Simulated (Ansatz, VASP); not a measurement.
# Al3BPN3: VASP beside Ansatz, part 2 of 3

Wanted: the spread between two codes on one cell, functional and k mesh. The cell is generated by rule, not measured, and may not be a known phase. The cell is taken from a series of runs on this material, whose earlier steps may have relaxed, scaled, displaced or heated it; both programs get it as it stands.

VASP 6.6.1 and Ansatz 0.2.0.

So far: The starting structure; Ansatz: relaxation of cell and atoms, PBEsol, pair 1.

**3. VASP: relaxation of cell and atoms, PBEsol, pair 1**

Level of this step: PBEsol; plane waves and PAW (Al, B, N, P); invented cell (VASP).

The same cell, functional, mesh and smearing now go to VASP, with its own data sets.

Lines of VASP's logs that name or quote its potential files are left out, and so is its time.

Contents of INCAR:

```
SYSTEM = Al3BPN3
PREC = Accurate
ENCUT = 600
EDIFF = 1E-07
NELM = 120
ISMEAR = 0
SIGMA = 0.1
LREAL = .FALSE.
ALGO = Normal
GGA = PS
NBANDS = 24
LORBIT = 11
LWAVE = .FALSE.
LCHARG = .FALSE.
ISIF = 3
IBRION = 2
NSW = 80
EDIFFG = -0.005
LASPH = .TRUE.
GGA_COMPAT = .FALSE.
NELMIN = 4
KPAR = 2
```

Contents of POSCAR:

```
Al3BPN3
1.0
    2.2100000000      2.2100000000      0.0000000000
   -2.2100000000      2.2100000000      0.0000000000
    0.0000000000      0.0000000000      8.8400000000
Al B N P
3 1 3 1
Direct
    0.5000000000      0.5000000000      0.2500000000
    0.0000000000      0.0000000000      0.5000000000
    0.5000000000      0.5000000000      0.7500000000
    0.0000000000      0.0000000000      0.0000000000
    0.0000000000      0.5000000000      0.3750000000
    0.5000000000      0.0000000000      0.6250000000
    0.0000000000      0.5000000000      0.8750000000
    0.5000000000      0.0000000000      0.1250000000
```

Contents of KPOINTS:

```
Automatic mesh
0
Gamma
6 6 2
0 0 0
```

Potentials, in the order of the species: Al, B, N and P (PBE family, release 64).

On the command line:

```bash
> mpirun -np 2 vasp_std
```

Numbers of over 12 decimals in the logs are rounded to 6 here.

Log:

```text
[banner, memory and clock lines left out]
running    2 mpi-ranks, on    1 nodes
 distrk:  each k-point on    1 cores,    2 groups
 distr:  one band on    1 cores,    1 groups

 POSCAR found type information on POSCAR AlB N P
 POSCAR found :  4 types and       8 ions
|                                                                             |
|               ----> ADVICE to this user running VASP <----                  |
|                                                                             |
|     You enforced a specific xc type in the INCAR file but a different       |
|     [... a line on the potential file left out ...]
|     I HOPE YOU KNOW WHAT YOU ARE DOING!                                     |
|                                                                             |

 LDA part: xc-table for (Slater+PW92), standard interpolation
 POSCAR, INCAR and KPOINTS ok, starting setup
 FFT: planning ... GRIDC
 FFT: planning ... GRID_SOFT
 FFT: planning ... GRID
 WAVECAR not read
 entering main loop
       N       E                     dE             d eps       ncg     rms          rms(c)
DAV:   1     0.122070482492E+03    0.12207E+03   -0.16177E+04  1536   0.135E+03
DAV:   2    -0.508735687600E+02   -0.17294E+03   -0.16240E+03  2096   0.246E+02
DAV:   3    -0.609454825787E+02   -0.10072E+02   -0.99938E+01  2040   0.628E+01
DAV:   4    -0.610641442112E+02   -0.11866E+00   -0.11857E+00  1880   0.776E+00
DAV:   5    -0.610660267596E+02   -0.18825E-02   -0.18821E-02  2040   0.942E-01    0.152E+01
DAV:   6    -0.551771573441E+02    0.58889E+01   -0.21048E+01  2024   0.280E+01    0.749E+00
DAV:   7    -0.550449527186E+02    0.13220E+00   -0.15826E+00  1872   0.808E+00    0.442E+00
DAV:   8    -0.549460681745E+02    0.98885E-01   -0.25681E-01  1936   0.361E+00    0.156E+00
DAV:   9    -0.549388369062E+02    0.72313E-02   -0.43391E-02  1960   0.138E+00    0.651E-01
DAV:  10    -0.549379472151E+02    0.88969E-03   -0.13873E-02  2016   0.831E-01    0.222E-01
DAV:  11    -0.549377940300E+02    0.15319E-03   -0.28364E-03  1992   0.421E-01    0.792E-02
DAV:  12    -0.549377910837E+02    0.29462E-05   -0.41732E-04  1904   0.136E-01    0.486E-02
DAV:  13    -0.549377964745E+02   -0.53908E-05   -0.44992E-05  2112   0.552E-02    0.183E-02
DAV:  14    -0.549377950892E+02    0.13854E-05   -0.10783E-05  1992   0.307E-02    0.579E-03
DAV:  15    -0.549377950964E+02   -0.71900E-08   -0.31983E-06  1944   0.105E-02    0.225E-03
DAV:  16    -0.549377950554E+02    0.40941E-07   -0.13783E-07  1312   0.311E-03
   1 F= -.54937795E+02 E0= -.54937795E+02  d E =-.549378E+02
[... from here on, the cycles between the ionic steps are left out ...]
   2 F= -.54277920E+02 E0= -.54275496E+02  d E =0.659875E+00
  11 F= -.58146135E+02 E0= -.58143371E+02  d E =-.629873E-01
  12 F= -.58153217E+02 E0= -.58150718E+02  d E =-.708160E-02
  13 F= -.58153251E+02 E0= -.58150727E+02  d E =-.711595E-02
  14 F= -.58157590E+02 E0= -.58155818E+02  d E =-.433905E-02
  15 F= -.58157704E+02 E0= -.58156016E+02  d E =-.445243E-02
  16 F= -.58158138E+02 E0= -.58156538E+02  d E =-.434896E-03
  17 F= -.58158204E+02 E0= -.58156584E+02  d E =-.500051E-03
  18 F= -.58158290E+02 E0= -.58156664E+02  d E =-.864310E-04
  19 F= -.58158290E+02 E0= -.58156664E+02  d E =-.866707E-04
  20 F= -.58158317E+02 E0= -.58156694E+02  d E =-.272277E-04
  21 F= -.58158320E+02 E0= -.58156698E+02  d E =-.301184E-04
 curvature:  -0.80 expect dE=-0.143E-04 dE for cont linesearch -0.130E-08
 trial: gam= 0.38052 g(F)=  0.158E-04 g(S)=  0.200E-05 ort = 0.306E-06 (trialstep = 0.976E+00)
 search vector abs. value=  0.264E-04
 bond charge predicted
       N       E                     dE             d eps       ncg     rms          rms(c)
DAV:   1    -0.581583256657E+02   -0.52774E-05   -0.16314E-03  1536   0.252E-01    0.114E-02
DAV:   2    -0.581583277921E+02   -0.21264E-05   -0.37966E-05  2040   0.375E-02    0.586E-03
DAV:   3    -0.581583271595E+02    0.63250E-06   -0.94258E-07  1840   0.851E-03    0.307E-03
DAV:   4    -0.581583270250E+02    0.13458E-06   -0.72321E-07  1984   0.569E-03    0.119E-03
DAV:   5    -0.581583270167E+02    0.82930E-08   -0.11140E-07  1128   0.220E-03
  22 F= -.58158327E+02 E0= -.58156706E+02  d E =-.663988E-05
 trial-energy change:   -0.000007  1 .order   -0.000006   -0.000017    0.000005
 step:   0.7613(harm=  0.7613)  dis= 0.00044  next Energy=   -58.158327 (dE=-0.683E-05)
 reached required accuracy - stopping structural energy minimisation
```

From OUTCAR (step 3):

```text
ion  position               nearest neighbor table
   1  0.500  0.500  0.250-   5 1.91   8 1.91   8 1.91   5 1.91   2 3.13   2 3.13   2 3.13   2 3.13

  LATTYP: Found a simple tetragonal cell.
 ALAT       =     3.1254119728
 C/A-ratio  =     2.8284271247

 Subroutine GETGRP returns: Found  4 space group operations
 (whereof  4 operations were pure point group operations)

The static configuration has the point symmetry C_2v.

 Found     32 irreducible k-points:

   k-points           NKPTS =     32   k-points in BZ     NKDIM =     32   number of bands    NBANDS=     24

   dimension x,y,z NGX =    28 NGY =   28 NGZ =   72
   dimension x,y,z NGXF=    56 NGYF=   56 NGZF=  144

   ENCUT  =  600.0 eV  44.10 Ry    6.64 a.u.   6.24  6.24 17.66*2*pi/ulx,y,z

   NELECT =      32.0000    total number of electrons

 k-points in reciprocal lattice and weights: Automatic mesh
   0.00000000  0.00000000  0.00000000       0.014
   0.16666667  0.00000000  0.00000000       0.028
   0.00000000  0.16666667  0.00000000       0.028
   0.33333333  0.00000000  0.00000000       0.028
   0.00000000  0.33333333  0.00000000       0.028
   0.50000000  0.00000000  0.00000000       0.014
   0.00000000  0.50000000  0.00000000       0.014
   0.16666667  0.16666667  0.00000000       0.056
   0.33333333  0.16666667  0.00000000       0.056
[...]
-0.33333333  0.50000000  0.50000000       0.028
   0.50000000  0.50000000  0.50000000       0.014

 average (electrostatic) potential at core
       1 -71.9483       2 -71.6644       3 -71.4664       4 -25.5626       5 -60.5544
       6 -60.2561       7 -60.9052       8 -80.1972

 E-fermi :   9.2910

 k-point     1 :       0.0000    0.0000    0.0000
  band No.  band energies     occupation
    ...
     12       4.6474      2.00000
     13       5.4146      2.00000
     14       6.1147      2.00000
     15       7.0893      2.00000
     16       8.1562      2.00000
     17       9.4497      0.02479
     18       9.7159      0.00000
     19      10.1967      0.00000
     20      11.7221      0.00000
     21      13.1710      0.00000
    ...

 k-point     2 :       0.1667    0.0000    0.0000
  band No.  band energies     occupation
    ...
     12       4.7315      2.00000
     13       5.4610      2.00000
     14       5.7089      2.00000
     15       5.8464      2.00000
     16       9.2267      1.63703
     17       9.6099      0.00001
     18      10.9126      0.00000
     19      11.0908      0.00000
     20      11.9723      0.00000
     21      12.5850      0.00000
    ...

 k-point     3 :       0.0000    0.1667    0.0000
  band No.  band energies     occupation
    ...
     13       4.7588      2.00000
     14       5.6775      2.00000
     15       7.0505      2.00000
     16       7.0951      2.00000
     17       9.1635      1.92872
     18      10.5705      0.00000
     19      11.0448      0.00000
     20      12.9039      0.00000
     21      13.2060      0.00000
     22      13.7643      0.00000
    ...

  Total       -0.0016224     -0.0016224      0.0029345     -0.0106865      0.0000000      0.0000000
  in kB       -0.0299325     -0.0299325      0.0541392     -0.1971576      0.0000000      0.0000000
  external PRESSURE =      -0.0019086 kB  Pullay stress =       0.0000000 kB

  energy-cutoff  :      600.00
  volume of cell :       86.84
      direct lattice vectors                 reciprocal lattice vectors
     2.245044967  2.245044967  0.000000000     0.222712688  0.222712688  0.000000000
    -2.105685952  2.105685952  0.000000000    -0.237452313  0.237452313  0.000000000
     0.000000000  0.000000000  9.185073465     0.000000000  0.000000000  0.108872292

 POSITION                                       TOTAL-FORCE (eV/Angst)
 -----------------------------------------------------------------------------------
      0.06968      2.17537      2.60117         0.000000      0.000000     -0.001216
      0.00000      0.00000      4.74595         0.000000      0.000000      0.003120
      0.06968      2.17537      6.94586         0.000000      0.000000      0.001815
      0.00000      0.00000      8.83422         0.000000      0.000000      0.002830
     -1.05284      1.05284      3.59761         0.000000      0.000000     -0.000948
      1.12252      1.12252      5.80632         0.000000     -0.000000     -0.001544
     -1.05284      1.05284      8.00473        -0.000000     -0.000000     -0.003111
      1.12252      1.12252      0.79698         0.000000      0.000000     -0.000947
 -----------------------------------------------------------------------------------
    total drift:                                0.000000     -0.000000      0.000215

  FREE ENERGIE OF THE ION-ELECTRON SYSTEM (eV)
  ---------------------------------------------------
  free  energy   TOTEN  =       -58.1583270167 eV

  energy  without entropy=      -58.1550849759  energy(sigma->0) =      -58.15670600

 reached required accuracy - stopping structural energy minimisation

 total charge
# of ion       s       p       d       tot
------------------------------------------
    1        0.378   0.438   0.000   0.816
    2        0.367   0.444   0.000   0.811
    3        0.375   0.452   0.000   0.827
    4        0.623   1.137   0.000   1.760
    5        1.227   2.609   0.000   3.835
    6        1.217   2.611   0.000   3.829
    7        1.211   2.539   0.000   3.750
    8        1.017   1.586   0.000   2.603
--------------------------------------------------
tot          6.416  11.816   0.000  18.232

[... 3 further parts left out ...]
```

CONTCAR:

```
Al3BPN3
   1.00000000000000
     2.2450449669424999    2.2450449669424999    0.0000000000000000
    -2.1056859517810023    2.1056859517810023    0.0000000000000000
     0.0000000000000000    0.0000000000000000    9.1850734650553143
  Al              B               N               P
     3     1     3     1
Direct
     0.5000000000000000    0.5000000000000000    0.2831952192557721
     0.0000000000000000    0.0000000000000000    0.5167021263399998
     0.5000000000000000    0.5000000000000000    0.7562116638603346
     0.0000000000000000    0.0000000000000000    0.9618012461992770
     0.0000000000000000    0.5000000000000000    0.3916799221155461
     0.5000000000000000    0.0000000000000000    0.6321475527187198
     0.0000000000000000    0.5000000000000000    0.8714928747043142
     0.5000000000000000    0.0000000000000000    0.0867693948060363
```

The k-mesh is coarse for a metal. The run keeps the 4 symmetry operations of its start, so it cannot find a distortion of lower symmetry.

**4. Differences**

Known differences besides the potentials themselves: the cutoff is 420 eV in Ansatz and 600 eV in VASP; Ansatz makes its cores anew for this functional, VASP keeps those of its PBE data sets; Ansatz adds a Pulay correction to the stress that steers its cell, VASP none. Total energies have different zeros and are not compared.

The two programs side by side:

| quantity | Ansatz | VASP | difference |
| --- | --- | --- | --- |
| volume (Å³) | 86.88 | 86.84 | +0.04 % |
| edge a after relaxation, in the typed setting (Å) | 3.174 | 3.175 | -0.05 % |
| edge b after relaxation, in the typed setting (Å) | 2.986 | 2.978 | +0.28 % |
| edge c after relaxation, in the typed setting (Å) | 9.167 | 9.185 | -0.19 % |

**5. VASP: relaxation of cell and atoms, PBEsol, pair 2**

The relaxed volume is the usual yardstick between codes: in a stiff, nearly cubic crystal its relative difference is about their pressure difference at one cell divided by the bulk modulus.

INCAR is that of step 3.

Contents of POSCAR:

```
Al3BPN3
1.0
    2.2439760000      2.2439760000      0.0000000000
   -2.1115940000      2.1115940000      0.0000000000
    0.0000000000      0.0000000000      9.1673790000
Al B N P
3 1 3 1
Direct
    0.5000000000      0.5000000000      0.2828289307
    0.0000000000      0.0000000000      0.5167396265
    0.5000000000      0.5000000000      0.7561098979
    0.0000000000      0.0000000000      0.9620316778
    0.0000000000      0.5000000000      0.3917725012
    0.5000000000      0.0000000000      0.6321911639
    0.0000000000      0.5000000000      0.8713697776
    0.5000000000      0.0000000000      0.0869562609
```

Contents of KPOINTS:

```
Automatic mesh
0
Gamma
10 10 4
0 0 0
```

On the command line:

```bash
> mpirun -np 2 vasp_std
```

Log:

```text
[banner, memory and clock lines left out]
running    2 mpi-ranks, on    1 nodes
[...]
[... a notice as in an earlier step ...]

 LDA part: xc-table for (Slater+PW92), standard interpolation
 POSCAR, INCAR and KPOINTS ok, starting setup
[...]
entering main loop
       N       E                     dE             d eps       ncg     rms          rms(c)
DAV:   1     0.115256762337E+03    0.11526E+03   -0.15657E+04  5184   0.133E+03
DAV:   2    -0.538843429378E+02   -0.16914E+03   -0.15832E+03  6864   0.244E+02
DAV:   3    -0.642521465283E+02   -0.10368E+02   -0.10241E+02  6920   0.649E+01
DAV:   4    -0.643759831525E+02   -0.12384E+00   -0.12371E+00  6400   0.772E+00
[...]
DAV:  13    -0.581151491625E+02   -0.11189E-05   -0.25566E-05  6576   0.332E-02    0.130E-02
DAV:  14    -0.581151482788E+02    0.88362E-06   -0.51414E-06  6784   0.160E-02    0.345E-03
DAV:  15    -0.581151482867E+02   -0.78749E-08   -0.92101E-07  6616   0.746E-03
   1 F= -.58115148E+02 E0= -.58113005E+02  d E =-.581151E+02
[... from here on, the cycles between the ionic steps are left out ...]
   2 F= -.58128997E+02 E0= -.58128094E+02  d E =-.138491E-01
   3 F= -.58129005E+02 E0= -.58128097E+02  d E =-.138562E-01
   4 F= -.58132775E+02 E0= -.58131717E+02  d E =-.377045E-02
   5 F= -.58132884E+02 E0= -.58131887E+02  d E =-.387905E-02
   6 F= -.58133170E+02 E0= -.58132240E+02  d E =-.285979E-03
   7 F= -.58133184E+02 E0= -.58132244E+02  d E =-.300317E-03
   8 F= -.58133243E+02 E0= -.58132297E+02  d E =-.586208E-04
   9 F= -.58133246E+02 E0= -.58132299E+02  d E =-.616282E-04
  10 F= -.58133258E+02 E0= -.58132308E+02  d E =-.123767E-04
 trial-energy change:   -0.000012  1 .order   -0.000012   -0.000024   -0.000001
 step:   1.0160(harm=  1.0160)  dis= 0.00087  next Energy=   -58.133258 (dE=-0.121E-04)
 reached required accuracy - stopping structural energy minimisation
```

From OUTCAR (step 5):

```text
  Total       -0.0010695     -0.0010695      0.0103608     -0.0038473      0.0000000      0.0000000
  in kB       -0.0196523     -0.0196523      0.1903857     -0.0706961      0.0000000      0.0000000
  external PRESSURE =       0.0503604 kB  Pullay stress =       0.0000000 kB

 POSITION                                       TOTAL-FORCE (eV/Angst)
 -----------------------------------------------------------------------------------
      0.04966      2.18580      2.55744         0.000000     -0.000000     -0.000345
      2.23546      2.23546      4.71029         0.000000     -0.000000     -0.003182
      0.04966      2.18580      6.90159         0.000000     -0.000000     -0.000555
     -2.13614      2.13614      8.79528         0.000000     -0.000000      0.001833
      1.16739      3.30353      3.58084         0.000000     -0.000000      0.000826
      1.11773      1.11773      5.77452        -0.000000      0.000000     -0.000891
     -1.06807      1.06807      7.95391        -0.000000      0.000000      0.001608
     -1.01841      3.25387      0.80873         0.000000     -0.000000      0.000706
 -----------------------------------------------------------------------------------
    total drift:                               -0.000000      0.000000      0.000208

  FREE ENERGIE OF THE ION-ELECTRON SYSTEM (eV)
  ---------------------------------------------------
  free  energy   TOTEN  =       -58.1332578911 eV

  energy  without entropy=      -58.1313575120  energy(sigma->0) =      -58.13230770

[... 1 part as in an earlier step ...]

[... 3 further parts left out ...]
[key lines of the parts left out:]
E-fermi :   9.0690
```

**6. Ansatz: relaxation of cell and atoms, PBEsol, pair 2**

The same cell, functional, mesh and smearing now go to Ansatz, which takes its cutoff from its data sets.

The cell is taken from a series of runs on this material, whose earlier steps may have relaxed, scaled, displaced or heated it; both programs get it as it stands.

Contents of input.yaml:

```yaml
crystal:
  lattice:
    - [2.2439757248, 2.2439757248, 0.0]
    - [-2.1115939684, 2.1115939684, 0.0]
    - [0.0, 0.0, 9.167378876]
  atoms:
    - { symbol: Al, position: [0.5, 0.5, 0.2828289736] }
    - { symbol: Al, position: [0.0, 0.0, 0.5167396324] }
    - { symbol: Al, position: [0.5, 0.5, 0.7561099546] }
    - { symbol: B, position: [0.0, 0.0, -0.0379682824] }
    - { symbol: "N", position: [0.0, 0.5, 0.3917725218] }
    - { symbol: "N", position: [0.5, 1.0, 0.6321911948] }
    - { symbol: "N", position: [0.0, 0.5, 0.8713697936] }
    - { symbol: P, position: [0.5, 1.0, 0.0869562117] }
kpoints:
  mp_grid: { grid: [10, 10, 4] }
hamiltonian:
  xc: pbesol
scf:
  occupations: { method: gaussian, width: 0.1 }
output:
  forces: true
  stress: true
  eigenvalues: true
relax:
  adjacent_minimum: "off"
  f_tol: 0.005
  max_steps: 80
  cell: { stress_tol: 0.05 }
```

On the command line:

```bash
> ansatz run input.yaml --threads 8 --pin off --max-ram 14336MiB --backend cpu --events-out ev --progress --plain --runs-dir out
```

Log:

```text
[...]
Crystal: 8 atoms, lattice volume = 86.877 Å³
Basis set: ecut = 420 eV, 1697 PW (Γ), exchange–correlation on 48×40×128 points (8 copies of the dense FFT grid, shifted against one another)
Bands: 24, of which v1, the nominal top of the filled ones, is band 16 counted from 1 (15 counted from 0)
Symmetry: 4 space group operations
[...]
k-points: 108 of 400 (time reversal used)
[...]
- [-2.135945, 2.135945, 0]
    - [0, 0, 9.132951]
  atoms:
    - { symbol: Al, position: [0.5, 0.500000, 0.280087] }
    - { symbol: Al, position: [0, 0, 0.515901] }
    - { symbol: Al, position: [0.5, 0.500000, 0.755976] }
    - { symbol: B, position: [0, 0, -0.036568] }
    - { symbol: N, position: [0, 0.5, 0.392205] }
    - { symbol: N, position: [0.500000, 1.0, 0.632518] }
    - { symbol: N, position: [0, 0.5, 0.871304] }
    - { symbol: P, position: [0.500000, 1.0, 0.088577] }
[key lines of the parts left out:]
SCF converged after 5 iterations
Free energy (F): -3608.950890 eV
Fermi energy:    10.268168 eV
P = ⅓ Tr σ = 0.0061 GPa (0.061 kbar)
```

**7. Side by side**

The two programs side by side:

| quantity | Ansatz | VASP | difference |
| --- | --- | --- | --- |
| volume (Å³) | 87.22 | 87.19 | +0.04 % |
| edge a after relaxation, in the typed setting (Å) | 3.162 | 3.161 | +0.01 % |
| edge b after relaxation, in the typed setting (Å) | 3.021 | 3.021 | -0.01 % |
| edge c after relaxation, in the typed setting (Å) | 9.133 | 9.130 | +0.04 % |

[end of part 2 of 3]

[Lines on the potential files, build, host, timing and source positions are cut from VASP's logs without a mark.]

[Logs are printed without paths, hosts, clocks, repeated set-up lines and the standing remarks that a program may print on its own settings, such as how far it seeks lower states.]

[Hosts, paths, dates, database ids (printed as entryN), source tags and the programs' standing remarks are cut or masked in the printed files.]
